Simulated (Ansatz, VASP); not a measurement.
## H3PtC3: VASP beside Ansatz

```xyz
7
Lattice="3.9950 0.0000 0.0000 0.0000 3.9950 0.0000 0.0000 0.0000 3.9950" Properties=species:S:1:pos:R:3 pbc="T T T"
H     1.9975    0.0000    0.0000
H     0.0000    1.9975    0.0000
H     0.0000    0.0000    1.9975
Pt    1.9975    1.9975    1.9975
C     1.9975    1.9975    0.0000
C     0.0000    1.9975    1.9975
C     1.9975    0.0000    1.9975
```

Change from the starting cell: species swapped into the La3GaBr3 type (Pm-3m, No. 221).

Alike in both runs: functional PBE; k mesh 10 × 10 × 10; occupations gaussian, width 0.1 eV; no spin polarisation.

Ansatz relaxed the structure, and its values are those at the end. VASP's run is a single point on that final structure, the one shown.

```csv
,VASP,Ansatz
version,VASP 6.6.1,Ansatz 0.2.0
potentials or method,"VASP PAW PBE potentials, release 64 (H, Pt, C)","scalar-relativistic, plane waves, PAW"
plane-wave cutoff (eV),520,420
valence electrons in the cell,25,33
```

Ansatz gave:

| Quantity | Value |
| --- | --- |
| gap on the k mesh at the Fermi level (eV) | none |
| pressure (GPa) | 0.0 |

Estimate VASP's values.

gap on the k mesh at the Fermi level (eV): none; pressure (GPa): -0.1.

A gap of «none» marks a metal or a gap that the smearing closes. The two sets of potentials don't hold the same shells in valence.

Spin-orbit coupling is left out, which matters for the levels of Pt.
